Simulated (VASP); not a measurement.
```xyz
4
Lattice="3.3576 0.0000 0.0000 -1.6788 2.9077 0.0000 0.0000 0.0000 6.1143" Properties=species:S:1:pos:R:3 pbc="T T T"
Zr     0.0000     0.0000     0.0000
Zr     0.0000     0.0000     3.0571
B      0.0000     1.9385     1.5286
B      1.6788     0.9692     4.5857
```

All values below come from PBEsol GGA, VASP's PBE PAW potentials (set 64) (plane waves; VASP 6.6.1). Run with 520 eV cut-off, Gaussian smearing of 0.050 eV, potentials Zr_sv B.

Q: What does the run give for the band gap (along the path) with the smallest direct gap where there is one?

A: 
```json
{
  "band gap (along the path)": "none (metal, semimetal or under 0.01 eV)"
}
```

The structure was generated: ZrB was put into the NiAs type type (P6_3/mmc), which need not be its known phase. It was relaxed first, which changed the volume by -29 %.
